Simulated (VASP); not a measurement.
BW5:

```
CELL_PARAMETERS angstrom
4.36505 0.00000 0.00000
-2.18252 3.78024 0.00000
0.00000 0.00000 5.92534
ATOMIC_POSITIONS crystal
B 0.00000 0.00000 0.50000
W 0.66667 0.33333 0.79599
W 0.00000 0.00000 0.00000
W 0.66667 0.33333 0.20401
W 0.33333 0.66667 0.20401
W 0.33333 0.66667 0.79599
```

The cell was built by a generator and needn't be a form met in nature.

The cell isn't the ideal one: species swapped into the BaSn5 type (P6/mmm, No. 191).

| Quantity | Value |
| --- | --- |
| Program | VASP 6.6.1 |
| Task | relaxation of cell and atoms |
| Functional | PBE |
| Potentials or basis | VASP PAW PBE potentials, release 64 (B, W_sv) |
| Cutoff | 600 eV |
| k mesh | 6 × 6 × 4 |
| Occupations | gaussian, width 0.1 eV |
| Spin | no spin polarisation |

At the start: pressure 16.4 GPa; volume 16.30 Å³/atom.

Task: Where does the relaxation end?

Result: Over 13 steps the energy falls by 539.5 meV/atom and the volume is 15.44 Å³/atom (-5.2 %); space group P6/mmm (No. 191, to 0.05 Å).

Step by step:
```csv
step,energy change (eV),largest force (eV/Å),pressure (GPa),volume (Å³)
1,0.0000,3.6952,16.43,97.77
2,1.2150,0.5712,-37.40,122.54
3,-1.1546,1.2360,-14.14,107.04
4,-2.8802,1.7557,-6.30,96.33
5,-2.8984,1.4555,-3.94,94.95
6,-2.6694,2.1052,16.65,87.32
7,-3.1363,0.2054,2.04,91.80
8,-3.2115,0.0910,-2.43,93.66
9,-3.2349,0.1240,-1.21,93.05
10,-3.2349,0.1256,-1.15,93.03
11,-3.2326,0.0781,1.95,91.99
12,-3.2372,0.0433,0.11,92.60
13,-3.2373,0.0055,-0.02,92.66
```

Final structure:
```cif
data_structure
_symmetry_space_group_name_H-M 'P 1'
_symmetry_Int_Tables_number 1
_cell_length_a 4.5356
_cell_length_b 4.5356
_cell_length_c 5.2012
_cell_angle_alpha 90.000
_cell_angle_beta 90.000
_cell_angle_gamma 120.000
_cell_volume 92.66
loop_
_atom_site_label
_atom_site_type_symbol
_atom_site_fract_x
_atom_site_fract_y
_atom_site_fract_z
_atom_site_occupancy
B1 B 0.00000 0.00000 0.50000 1
W1 W 0.66667 0.33333 0.75304 1
W2 W 0.00000 0.00000 0.00000 1
W3 W 0.66667 0.33333 0.24696 1
W4 W 0.33333 0.66667 0.24696 1
W5 W 0.33333 0.66667 0.75304 1
```
